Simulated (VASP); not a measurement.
Method: PBE GGA, VASP's PBE PAW potentials (set 64) (plane waves; VASP 6.6.1).

Input for VASP

KPOINTS:
```
Automatic mesh
0
Gamma
7 7 4
0 0 0
```

**INCAR**
```
# general
SYSTEM  = PtS2
PREC    = Accurate
ENCUT   = 400
LREAL   = .False.   # projection in real space or not
LASPH   = .True.   # aspherical one-centre terms
NBANDS  = 13

# electronic loop
EDIFF   = 1E-6
NELM    = 100
ALGO    = Normal   # blocked Davidson
LMAXMIX = 6   # l cut-off of mixed one-centre charges

# smearing
ISMEAR  = 0
SIGMA   = 0.05   # width (eV)

# functional
GGA     = PE

# ions
ISIF    = 2

# output
LWAVE   = .False.
LCHARG  = .False.
```

### POSCAR
```
PtS2
1
    1.7700000000    -3.0657300000     0.0000000000
    1.7700000000     3.0657300000     0.0000000000
    0.0000000000     0.0000000000     5.0400000000
Pt S
1 2
Direct
  0.0000000000   0.0000000000   0.0000000000
  0.3333330000   0.6666670000   0.2300000000
  0.6666670000   0.3333330000   0.7700000000
```

POTCAR, in this order: Pt S (PBE.64 set). Program: vasp_std.

Output of the run:

OSZICAR:
```
       N       E                     dE             d eps       ncg     rms          rms(c)
DAV:   1     0.109073877047E+03    0.10907E+03   -0.91977E+03   728   0.121E+03
DAV:   2    -0.103892887838E+02   -0.11946E+03   -0.11781E+03   903   0.253E+02
DAV:   3    -0.165848433788E+02   -0.61956E+01   -0.61263E+01   937   0.593E+01
DAV:   4    -0.166835514985E+02   -0.98708E-01   -0.98673E-01   843   0.842E+00
DAV:   5    -0.166856446467E+02   -0.20931E-02   -0.20931E-02   921   0.119E+00    0.203E+01
DAV:   6    -0.155118712661E+02    0.11738E+01   -0.89944E+00   728   0.334E+01    0.132E+01
DAV:   7    -0.153198445021E+02    0.19203E+00   -0.14522E+00   728   0.144E+01    0.619E+00
DAV:   8    -0.153016287889E+02    0.18216E-01   -0.91228E-02   778   0.255E+00    0.140E+00
DAV:   9    -0.152957696142E+02    0.58592E-02   -0.19165E-02   788   0.171E+00    0.254E-01
DAV:  10    -0.152960413146E+02   -0.27170E-03   -0.22665E-03   823   0.397E-01    0.106E-01
DAV:  11    -0.152960993823E+02   -0.58068E-04   -0.81017E-05   883   0.785E-02    0.488E-02
DAV:  12    -0.152961064033E+02   -0.70211E-05   -0.14189E-05   778   0.402E-02    0.153E-02
DAV:  13    -0.152961088497E+02   -0.24464E-05   -0.28140E-06   644   0.151E-02    0.428E-03
DAV:  14    -0.152961091865E+02   -0.33677E-06   -0.47302E-07   364   0.615E-03
   1 F= -.15296109E+02 E0= -.15296109E+02  d E =-.273676E-11
```

### OUTCAR
```
------------------------ aborting loop because EDIFF is reached ----------------------------------------
  FORCE on cell =-STRESS in cart. coord.  units (eV):
  Direction    XX          YY          ZZ          XY          YZ          ZX
  --------------------------------------------------------------------------------------
  Total        3.6273511      3.6273512      3.0996328      0.0000000     -0.0000000      0.0000000
  in kB      106.2508640    106.2508689     90.7931589      0.0000000     -0.0000000      0.0000000
  external PRESSURE =     101.0982973 kB  Pullay stress =       0.0000000 kB
  volume of cell :       54.70
      direct lattice vectors                 reciprocal lattice vectors
     1.770000000 -3.065730000  0.000000000     0.282485876 -0.163093293  0.000000000
     1.770000000  3.065730000  0.000000000     0.282485876  0.163093293  0.000000000
     0.000000000  0.000000000  5.040000000     0.000000000  0.000000000  0.198412698
 POSITION                                       TOTAL-FORCE (eV/Angst)
 -----------------------------------------------------------------------------------
      0.00000      0.00000      0.00000         0.000000     -0.000000      0.000000
      1.77000      1.02191      1.15920         0.000000     -0.000000      1.014563
      1.77000     -1.02191      3.88080        -0.000000      0.000000     -1.014563
 -----------------------------------------------------------------------------------
    total drift:                               -0.000000     -0.000000      0.000000
  FREE ENERGIE OF THE ION-ELECTRON SYSTEM (eV)
  ---------------------------------------------------
  free  energy   TOTEN  =       -15.2961091865 eV

  energy  without entropy=      -15.2961091865  energy(sigma->0) =      -15.29610919
```
(Selected blocks of OUTCAR.)

**OUTCAR**
```
 val. band max:        6.7110748473   @ k =   0.0000   0.1429   0.2500

 cond. band min:       7.5304862487   @ k =   0.0000   0.2857   0.2500


 Fermi energy:         6.9322770538

 k-point     1 :       0.0000    0.0000    0.0000
  band No.  band energies     occupation
      1      -8.7465      2.00000
      2      -5.5686      2.00000
      3      -0.1914      2.00000
      4      -0.1914      2.00000
      5      -0.1769      2.00000
      6       2.8129      2.00000
      7       2.8129      2.00000
      8       4.9172      2.00000
      9       5.6373      2.00000
     10       5.6373      2.00000
     11       6.6759      2.00000
     12       9.1549      0.00000
     13       9.1550      0.00000

 k-point     2 :       0.1429    0.0000    0.0000
  band No.  band energies     occupation
      1      -8.4774      2.00000
      2      -5.7278      2.00000
      3      -0.0132      2.00000
      4      -0.0069      2.00000
      5       0.1207      2.00000
      6       2.4044      2.00000
      7       2.6268      2.00000
      8       4.2526      2.00000
      9       5.5596      2.00000
     10       5.6197      2.00000
     11       6.6788      2.00000
     12       8.3942      0.00000
     13       9.0051      0.00000

 k-point     3 :       0.2857    0.0000    0.0000
  band No.  band energies     occupation
      1      -7.7629      2.00000
      2      -6.0665      2.00000
      3       0.2225      2.00000
      4       0.3782      2.00000
      5       0.9704      2.00000
      6       1.3378      2.00000
      7       2.4776      2.00000
      8       3.6241      2.00000
      9       5.0547      2.00000
     10       5.0725      2.00000
     11       5.7419      2.00000
     12       8.3762      0.00000
     13       9.1459      0.00000

 k-point     4 :       0.4286   -0.0000    0.0000
  band No.  band energies     occupation
      1      -6.9535      2.00000
      2      -6.3894      2.00000
      3      -0.5706      2.00000
...
```

Unless said otherwise, spin-orbit coupling is left out, though it shifts the bands of the heavy elements here.

The compound is PtS2 in the 1T layered structure. The cell was not relaxed at this level. The run is one of a series of settings (NBANDS = 13 against the base run), some of them coarse on purpose.
